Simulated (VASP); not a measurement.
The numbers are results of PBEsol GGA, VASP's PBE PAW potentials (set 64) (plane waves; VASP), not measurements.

The input files of a VASP run:

KPOINTS:
```
Automatic mesh
0
gamma
9 9 6
```

**POSCAR**
```
PtSe2
1.0
  1.8780044069  -3.2527992986   0.0000000000
  1.8780044069   3.2527992986   0.0000000000
  0.0000000000   0.0000000000   4.8951426325
Pt Se
1 2
Direct
  0.0000000000   0.0000000000   0.0000000000
  0.3333330000   0.6666670000   0.2598331553
  0.6666670000   0.3333330000   0.7401668447
```

### INCAR
```
SYSTEM = PtSe2
PREC = Accurate; ENCUT = 500; LREAL = .FALSE.
LASPH = .TRUE.
EDIFF = 1E-6; NELM = 100; ALGO = Normal
LMAXMIX = 6
ISMEAR = 1; SIGMA = 0.1
GGA = PS
IBRION = 2; NSW = 40; ISIF = 3
EDIFFG = -0.02; PSTRESS = 50
LWAVE = .FALSE.; LCHARG = .FALSE.
```

POTCAR, in this order: Pt Se (PBE.64 set). Program: vasp_std.

Energy and stress use the plane-wave basis of the starting cell. Without a dispersion term in the relaxation, distances and binding between the weakly bound layers, chains or molecules are unreliable, and so is what depends on them. Unless said otherwise, spin-orbit coupling is left out, though it shifts the bands of the heavy elements here.

Predict the energy per atom (σ→0), volume per atom, band gap (on the k-mesh).

The energy per atom (σ→0) comes out as -5.285 eV/atom, the band gap (on the k-mesh) is none (metal, semimetal or under 0.01 eV) and the volume per atom is 18.56 Å³/atom.

### OSZICAR
```
...
DAV:   1    -0.158611786559E+02   -0.27057E-02   -0.33751E-01  1860   0.437E+00    0.461E-01
DAV:   2    -0.158550386722E+02    0.61400E-02   -0.27947E-02  2021   0.163E+00    0.260E-01
DAV:   3    -0.158539641410E+02    0.10745E-02   -0.30795E-03  2112   0.561E-01    0.112E-01
DAV:   4    -0.158536424645E+02    0.32168E-03   -0.12449E-03  2035   0.237E-01    0.412E-02
DAV:   5    -0.158536381321E+02    0.43323E-05   -0.74711E-05  2119   0.721E-02    0.250E-02
DAV:   6    -0.158536378561E+02    0.27598E-06   -0.10411E-05  2079   0.250E-02    0.735E-03
DAV:   7    -0.158536379176E+02   -0.61490E-07   -0.18996E-06  1084   0.106E-02
   9 F= -.14115580E+02 E0= -.14115767E+02  d E =-.124571E-02
```

The compound is PtSe2 in the 1T layered structure. This run relaxes it under an external pressure of 5 GPa. Symmetry was kept, so distortions that lower it aren't found.
